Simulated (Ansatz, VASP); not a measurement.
# Cross-check of KCeS2 between VASP and Ansatz

Aim: how closely do two programs agree when they are given the same cell, functional and k mesh? The cell is taken from a series of VASP runs on this material, whose earlier steps may have relaxed, scaled or displaced it; both programs get it as it stands. Other levels of theory on this material are compared in a session of their own.

Main program and level: Ansatz 0.2.0; plane waves, with VASP 6.6.1 beside it; band structure at PBEsol, DFT+U.

In doubt: a part-filled 4f shell, where there is one, can sit in one of many states, so energies may not be the lowest and differences between runs may mislead; derivatives with an open 4f shell can jump between states, which bears on forces and vibrations.

## (1) Set-up

It takes space group R-3m (No. 166, trigonal). The conventional cell has a = 4.209 Å, b = 4.209 Å, c = 21.772 Å, α = 90.00°, β = 90.00°, γ = 120.00°. Nearest to K lie 6 S at 3.21 Å. Nearest to Ce lie 6 S at 2.87 Å. S has 3 Ce at 2.87 Å and 3 K at 3.21 Å nearest. Farther neighbours and most contacts between anions are not listed.

As a file:

```cif
data_structure
_symmetry_space_group_name_H-M 'R-3m:H'
_symmetry_Int_Tables_number 166
_cell_length_a 4.2086
_cell_length_b 4.2086
_cell_length_c 21.7719
_cell_angle_alpha 90.000
_cell_angle_beta 90.000
_cell_angle_gamma 120.000
_cell_volume 333.96
loop_
_atom_site_label
_atom_site_type_symbol
_atom_site_symmetry_multiplicity
_atom_site_Wyckoff_symbol
_atom_site_fract_x
_atom_site_fract_y
_atom_site_fract_z
_atom_site_occupancy
K1 K 3 b 0.66667 0.33333 0.83333 1
Ce1 Ce 3 a 0.00000 0.00000 0.00000 1
S1 S 6 c 0.33333 0.66667 0.92964 1
```

## (2) Ansatz: band structure, PBEsol, DFT+U

Ansatz runs on its default PAW (the set named soft_2) files.

A single point gives forces, pressure and levels at one fixed geometry, so differences don't come from the geometry; what else differs is listed under the comparison.

Input file input.yaml:

```yaml
crystal:
  lattice:
    - [2.104294822, 1.214915182, 7.2572895979]
    - [-2.104294822, 1.214915182, 7.2572895979]
    - [0.0, -2.4298303639, 7.2572895979]
  atoms:
    - { symbol: K, position: [0.5, 0.5, 0.5] }
    - { symbol: Ce, position: [0.0, 0.0, 0.0], spin: 0.992 }
    - { symbol: S, position: [0.2629701593, 0.2629701593, 0.2629701593], spin: -0.01 }
    - { symbol: S, position: [0.7370298407, 0.7370298407, 0.7370298407], spin: -0.01 }
hamiltonian:
  xc: pbesol
  pseudopotentials: { kind: paw }
  hubbard: { sites: [{ species: Ce, l: f, u_eff: 6.0 }] }
magnetization:
  spin_polarized: true
kpoints:
  mp_grid: { grid: [6, 6, 6] }
  band_path:
    path:
      - [0.0, 0.0, 0.0]
      - [0.13333, 0.0, 0.0]
      - [0.3, 0.0, 0.0]
      - [0.46667, 0.0, 0.0]
      - [0.5, 0.03707, -0.03707]
      - [0.5, 0.09885, -0.09885]
      - [0.5, 0.16064, -0.16064]
      - [0.7727, 0.5, 0.2273]
      - [0.66781, 0.5, 0.33219]
      - [0.56293, 0.5, 0.43707]
      - [0.46667, 0.46667, 0.46667]
      - [0.3, 0.3, 0.3]
      - [0.13333, 0.13333, 0.13333]
      - [0.0, 0.0, 0.0]
      - [0.11422, 0.0, -0.11422]
      - [0.2056, 0.0, -0.2056]
      - [0.31983, 0.0, -0.31983]
      - [0.62586, 0.37414, 0.0]
      - [0.57342, 0.42658, 0.0]
      - [0.52098, 0.47902, 0.0]
      - [0.52098, 0.52098, 0.02471]
      - [0.57342, 0.57342, 0.0865]
      - [0.62586, 0.62586, 0.14828]
      - [0.64684, 0.64684, 0.20633]
      - [0.5944, 0.5944, 0.31121]
      - [0.54195, 0.54195, 0.41609]
      - [0.5, 0.0, 0.0]
      - [0.60488, 0.11422, 0.11422]
      - [0.70977, 0.22845, 0.22845]
      - [0.81465, 0.34267, 0.34267]
    npoints: 1
scf:
  occupations: { method: gaussian, width: 0.05 }
  n_extra_bands: 10
output:
  forces: true
  stress: true
  eigenvalues: true
```

Started as:

```bash
$ ansatz run input.yaml --threads 2 --pin off --max-ram 4608MiB --backend cpu --events-out ev --progress --plain --runs-dir out
```

Numbers of over 12 decimals in the logs are rounded to 6 here.

The program printed:

```text
basis.fft_grid_basis auto: the FFT boxes are laid along the combinations [[1, 0, -1], [0, 1, -1], [0, 0, 1]] of the cell's own vectors, 4.209, 4.209 and 7.653 Å long. The dense box has 30×30×54 points. Along the cell's own vectors, as sized, it would have 54×54×54, 3.24 times as many. Of the 12 symmetry operations that the crystal satisfies within crystal.symmetry.tolerance (time reversal apart; of a slab, those that [...]
K: projections on atomic orbitals take those of the free atom [Ne] 3s2 3p6 4s1, of charge +0.00 (hamiltonian.pseudopotentials.projection_atoms); the dataset's partial waves leave at most 2.3e-7 of an orbital's norm unspanned inside its sphere
Ce: projections on atomic orbitals take those of the free atom [Kr 4d10] 4f1 5s2 5p6 5d1 6s2, of charge +0.00 (hamiltonian.pseudopotentials.projection_atoms); the dataset's partial waves leave at most 1.4e-5 of an orbital's norm unspanned inside its sphere
S: projections on atomic orbitals take those of the free atom [Ne] 3s2 3p4, of charge +0.00 (hamiltonian.pseudopotentials.projection_atoms); the dataset's partial waves leave at most 1.6e-7 of an orbital's norm unspanned inside its sphere
scf.n_extra_bands = 10 over 17 filled bands (N_el = 33.0): the run solves 27 bands
Engine: ansatz 0.2.0, aarch64-unknown-linux-gnu
Pseudopotentials: kind: paw
Pseudopotential: K, paw, valence charge 9, recommended cutoff 420 eV (normal), K.paw.azcp
Pseudopotential: Ce, paw, valence charge 12, recommended cutoff 420 eV (normal), Ce.paw.azcp
Pseudopotential: S, paw, valence charge 6, recommended cutoff 420 eV (normal), S.paw.azcp
Functional definition: PBEsol
  exchange = pbesol_x
  correlation = pbesol_c
Crystal: 4 atoms, lattice volume = 111.321 Å³
Basis set: ecut = 420 eV, 2149 PW (Γ), FFT grids on a1−a3, a2−a3, a3, exchange–correlation on 60×60×108 points (8 copies of the dense FFT grid, shifted against one another)
Bands: 32, of which v1, the nominal top of the filled ones, is band 17 counted from 1 (16 counted from 0)
Symmetry: 12 space group operations
Space group: R-3m (ITA 166), of the structure as read, at distance tolerance 4.8e-5 Å
Magnetic group: BNS 166.97 (UNI 1327), of the structure as read, at distance tolerance 4.8e-5 Å
k-points: 32 of 216
Non-local potential: K, projectors of the file, l = 0: 3, l = 1: 2, l = 2: 2
Non-local potential: Ce, projectors of the file, l = 0: 3, l = 1: 2, l = 2: 2, l = 3: 3
Non-local potential: S, projectors of the file, l = 0: 2, l = 1: 2, l = 2: 2
PAW form: soft (Blöchl's): semilocal exchange-correlation on the pseudo side does not see the compensation charge
PAW frozen core: K, regenerated for the run's functional, and the local potential with it (the file was generated under x = pbe(κ = 0.804, μ = 0.219515), c = pbe(β = 0.066725))
PAW frozen core: Ce, regenerated for the run's functional, and the local potential with it (the file was generated under x = pbe(κ = 0.804, μ = 0.219515), c = pbe(β = 0.066725))
PAW frozen core: S, regenerated for the run's functional, and the local potential with it (the file was generated under x = pbe(κ = 0.804, μ = 0.219515), c = pbe(β = 0.066725))
PAW one-centre angular grid: K, 110 points (default); XC on 64 Gauss nodes
PAW one-centre angular grid: Ce, 590 points (default); XC on 64 Gauss nodes
PAW one-centre angular grid: S, 110 points (default); XC on 64 Gauss nodes
Initial density: superposition of atomic densities (chi_scale 0.1, normalization cell, long waves kept (reshape's long-wave potential 0.05 eV rms))
Starting moments: Σ|m| = 0.02 μB on 2 of 4 sites
Initial wavefunctions: pseudopotential atomic-orbital guess
Functional: x = pbesol(κ = 0.804, μ = 0.123457), c = pbesol(β = 0.046)
SCF iter   1: F=—  HF=-9778.013197 eV  |F-HF|=—  |Δ(HF+E_count)|=         —  Δρ=5.84e-2 (↑2.19e-2 ↓5.84e-2)  dr2=2.73e0  dr2_m=5.32e-1  M=1.000 μB ∫|m|=1.025 μB  β_m=0.30  ethr=3.10e-3  ⟨swp⟩=6.1  Hψ=10289  notcnv=0  defer=32
preconditioner: auto → Kerker (q_TF=auto, 2.228 Å⁻¹)  [metal: Δε(μ)=0.014 eV  Ē_g=13.889 eV  σ=0.050 eV  W_gap=0.16  n_scr=22 (ndim 8)  ℏωp=19.0 eV  f_vac=0.001  D(μ)=1.34/eV (n_scr^D=2)]
spin=Collinear: Kerker preconditioning applied to the charge; magnetization (m = ρ↑ − ρ↓) channel mixes plain (no charge-response kernel on spin).
SCF iter   2: F=—  HF=-9777.468012 eV  |F-HF|=—  |Δ(HF+E_count)|=   5.45e-1  Δρ=4.17e-2 (↑1.54e-2 ↓4.17e-2)  dr2=1.46e0  dr2_m=2.83e-1  M=1.000 μB ∫|m|=1.025 μB  β_m=0.65  ethr=3.10e-3  ⟨swp⟩=3.2  Hψ=4264  notcnv=0
SCF iter   3: F=—  HF=-9777.043447 eV  |F-HF|=—  |Δ(HF+E_count)|=   4.25e-1  Δρ=3.09e-3 (↑3.09e-3 ↓2.89e-3)  dr2=8.60e-2  dr2_m=1.29e-4  M=1.000 μB ∫|m|=1.022 μB  β_m=0.82  ethr=3.10e-3  ⟨swp⟩=4.1  Hψ=5674  notcnv=0
SCF iter   4: F=—  HF=-9777.056409 eV  |F-HF|=—  |Δ(HF+E_count)|=   1.30e-2  Δρ=1.24e-3 (↑1.24e-3 ↓9.83e-4)  dr2=1.26e-2  dr2_m=9.92e-5  M=1.000 μB ∫|m|=1.033 μB  β_m=0.91  ethr=2.60e-4  ⟨swp⟩=3.2  Hψ=4271  notcnv=0
SCF iter   5: F=—  HF=-9777.058388 eV  |F-HF|=—  |Δ(HF+E_count)|=   1.98e-3  Δρ=4.21e-4 (↑3.74e-4 ↓4.21e-4)  dr2=1.42e-3  dr2_m=7.80e-6  M=1.000 μB ∫|m|=1.041 μB  β_m=0.95  ethr=3.83e-5  ⟨swp⟩=2.1  Hψ=3792  notcnv=0
SCF iter   6: F=—  HF=-9777.059003 eV  |F-HF|=—  |Δ(HF+E_count)|=   6.15e-4  Δρ=1.38e-4 (↑1.38e-4 ↓1.12e-4)  dr2=1.25e-4  dr2_m=5.89e-7  M=1.000 μB ∫|m|=1.047 μB  β_m=0.98  ethr=4.30e-6  ⟨swp⟩=2.8  Hψ=3466  notcnv=0
SCF iter   7: F=—  HF=-9777.059033 eV  |F-HF|=—  |Δ(HF+E_count)|=   2.96e-5  Δρ=3.91e-5 (↑3.46e-5 ↓3.91e-5)  dr2=1.36e-5  dr2_m=1.33e-7  M=1.000 μB ∫|m|=1.047 μB  β_m=0.99  ethr=3.78e-7  ⟨swp⟩=2.3  Hψ=3181  notcnv=0
Bands: 27, of which v1, the nominal top of the filled ones, is band 17 counted from 1 (16 counted from 0)
Initial density: handed on by an earlier stage of this run
Starting moments: Σ|m| = 0.02 μB on 2 of 4 sites; this step starts from the density that it was given
SCF iter   1: F=—  HF=-9777.102643 eV  |F-HF|=—  |Δ(HF+E_count)|=         —  Δρ=1.28e-2 (↑1.28e-2 ↓3.78e-4)  dr2=3.67e-2  dr2_m=4.37e-2  M=1.000 μB ∫|m|=1.085 μB  ethr=3.03e-6  ⟨swp⟩=9.1  Hψ=10978  notcnv=0  defer=6
iteration 1: the SCF starts in the orbital order of the open f shells that the search before it chose, by its bands or by converging an SCF in each of two, with that order's moments; no other order was found more than 0.2 meV higher (one found slightly lower counts as degenerate)
preconditioner: auto → Resta (q_TF=auto, 2.228 Å⁻¹)  ε∞=3.7  [insulator: Δε(μ)=1.425 eV  Ē_g=11.545 eV  σ=0.050 eV  W_gap=1.00  n_scr=22 (ndim 8)  ℏωp=19.0 eV  f_vac=0.026  D(μ)=0.00/eV (n_scr^D=0)  ε∞_Penn≈3.7]
spin=Collinear: Resta preconditioning applied to the charge; magnetization (m = ρ↑ − ρ↓) channel mixes plain (no charge-response kernel on spin).
SCF iter   2: F=—  HF=-9777.107660 eV  |F-HF|=—  |Δ(HF+E_count)|=   5.02e-3  Δρ=7.47e-4 (↑5.20e-4 ↓7.47e-4)  dr2=1.40e-3  dr2_m=1.42e-4  M=1.000 μB ∫|m|=1.087 μB  β_m=0.30  ethr=3.03e-6  ⟨swp⟩=4.2  Hψ=5715  notcnv=0
SCF iter   3: F=—  HF=-9777.107447 eV  |F-HF|=—  |Δ(HF+E_count)|=   2.13e-4  Δρ=5.22e-4 (↑3.00e-4 ↓5.22e-4)  dr2=3.94e-4  dr2_m=7.74e-5  M=1.000 μB ∫|m|=1.088 μB  β_m=0.49  ethr=3.03e-6  ⟨swp⟩=2.0  Hψ=2123  notcnv=0
SCF iter   4: F=—  HF=-9777.107428 eV  |F-HF|=—  |Δ(HF+E_count)|=   1.93e-5  Δρ=1.71e-4 (↑5.86e-5 ↓1.71e-4)  dr2=1.25e-5  dr2_m=9.53e-6  M=1.000 μB ∫|m|=1.088 μB  β_m=0.68  ethr=1.19e-6  ⟨swp⟩=2.0  Hψ=2289  notcnv=0
SCF iter   5: F=—  HF=-9777.107440 eV  |F-HF|=—  |Δ(HF+E_count)|=   1.25e-5  Δρ=1.52e-5 (↑1.45e-5 ↓1.52e-5)  dr2=3.07e-7  dr2_m=1.37e-7  M=1.000 μB ∫|m|=1.088 μB  β_m=0.84  ethr=3.79e-8  ⟨swp⟩=2.0  Hψ=2721  notcnv=0
SCF iter   6: F=—  HF=-9777.107441 eV  |F-HF|=—  |Δ(HF+E_count)|=   8.26e-7  Δρ=7.37e-6 (↑7.37e-6 ↓2.64e-6)  dr2=3.20e-8  dr2_m=1.82e-8  M=1.000 μB ∫|m|=1.088 μB  β_m=0.92  ethr=3.03e-10  ⟨swp⟩=7.2  Hψ=8593  notcnv=0
SCF iter   7: F=—  HF=-9777.107442 eV  |F-HF|=—  |Δ(HF+E_count)|=   7.38e-7  Δρ=4.84e-6 (↑4.84e-6 ↓2.40e-6)  dr2=1.21e-8  dr2_m=9.44e-9  M=1.000 μB ∫|m|=1.088 μB  β_m=0.96  ethr=9.69e-11  ⟨swp⟩=5.4  Hψ=6943  notcnv=0
SCF iter   8: F=-9777.107442 eV  HF=-9777.107442 eV  |F-HF|=9.31e-10  |Δ(HF+E_count)|=   5.89e-7  Δρ=1.80e-6 (↑1.80e-6 ↓1.19e-6)  dr2=1.15e-8  dr2_m=8.34e-10  M=1.000 μB ∫|m|=1.088 μB  ethr=3.68e-11  ⟨swp⟩=6.3  Hψ=7440  notcnv=0
SCF 1 converged in 8 iterations: F = -9777.107442 eV  dr2 = 1.15e-8
  greatest PAW one-centre occupation: 0.987 electrons in one spin orbital (limit 2), on the K atom at site 0 (counted from 0), in its partial waves of l = 0
NSCF: frozen V_eff on 30 k-points
SCF converged after 15 iterations (7 of them in the search for the orbital order of the open f shells)
Magnetization: 1.0000 μB (17.0000 up, 16.0000 down)
Absolute magnetization: 1.0686 μB (∫|ρ↑−ρ↓|, with the PAW one-centre terms)
Spin contamination: 0.0010 ħ² per cell (⟨S²⟩ above its minimum at these occupations)
Per-site moments (μB) at R_I (Å): [(-0.000599619, 1.323878), (0.974549, 1.184881), (-0.011819, 1.184881), (-0.011819, 1.184881)]
Free energy (F): -9777.107442 eV
Harris-Foulkes:  -9777.107442 eV  (|F-HF|=9.31e-10)
Internal energy: -9777.107442 eV  (E = F + TS)
E sigma→0 (E₀):  -9777.107442 eV
Fermi energy:    6.758565 eV
--- Per-component energies (eV) ---
  E_band       = -160.864122
  E_kinetic    = 836.193717
  E_local      = -1343.541305  (includes V_loc(G=0)·N_el)
  E_nonlocal   = 34.383258
  E_hartree    = 453.287320
  E_xc         = -547.315090
  E_vxc        = -585.307404  (∫ρ·V_xc dr)
  E_hubbard    = 0.325859  (on-site DFT+U / exact-exchange correction)
  E_vhub       = -2.664686  (the Hubbard potential's part of the band-sum identity)
  E_paw        = -7320.872766  (= ΣΔE_a)
  E_vpaw       = -6.503337  (= ΣTr[D̂ρ^β])
  E_aug_tail   = 0.000000  (compensation charges beyond the density's cutoff)
  E_ewald      = -1890.026515
  E_core_change = 0.458079  (= ΣΔE_core)
  E_smearing   = -0.000000  (= −TS)
  E_closure    = 0.000000  (closes the sum)
  Σ components = -9777.107442   (vs F -9777.107442, Δ=0.00e0)
--- Forces (eV/Å), atoms counted from 1 ---
  atom   1  K     -0.00000000     0.00000000    -0.00000000
  atom   2  Ce    -0.00000000    -0.00000000    -0.00000000
  atom   3  S     -0.00000000     0.00000000     0.04541875
  atom   4  S      0.00000000    -0.00000000    -0.04541875
  max |Σ_I F_I| component: 1.39e-17 eV/Å
--- Stress (GPa, compression-positive) ---
       -0.207764       0.000000      -0.000000
        0.000000      -0.207764       0.000000
       -0.000000       0.000000      -0.168181
  P = ⅓ Tr σ = -0.1946 GPa (-1.946 kbar)
--- Band table (eV; the first three rows and the last of 64) ---
  k-point 0 ↑: bands = [... 13 lower, 4.2068, 5.4476, 5.6366, 5.6366, 9.0309, 9.0309, 9.5272, 9.5804, ... 6 higher]
  k-point 1 ↑: bands = [... 13 lower, 4.2761, 4.8631, 5.4278, 5.4928, 8.8552, 9.4581, 9.7054, 10.1639, ... 6 higher]
  k-point 2 ↑: bands = [... 13 lower, 4.3074, 4.4947, 5.2222, 5.2325, 8.5125, 9.9957, 10.1505, 10.2047, ... 6 higher]
  k-point 31 ↓: bands = [... 13 lower, 4.6231, 5.5216, 5.5216, 9.3023, 9.3023, 9.6228, 10.5438, 11.0629, ... 6 higher]
Occupation matrices written to <dir>
```

It took 20 s on 2 threads of Arm Neoverse V2, shared host; peak memory 0.51 GiB.

Reading the cycles: dr2 is the Hartree energy of the density residual (eV), the measure of convergence; HF is the Harris–Foulkes estimate of the energy, which meets the free energy F at convergence.

(Continued in part 2 of 2.)

[Lines on the potential files, build, host, timing and source positions are cut from VASP's logs without a mark.]

[Logs are printed without paths, hosts, clocks, repeated set-up lines and the standing remarks that a program may print on its own settings, such as how far it seeks lower states.]

[Hosts, paths, dates, database ids (printed as entryN), source tags and the programs' standing remarks are cut or masked in the printed files.]
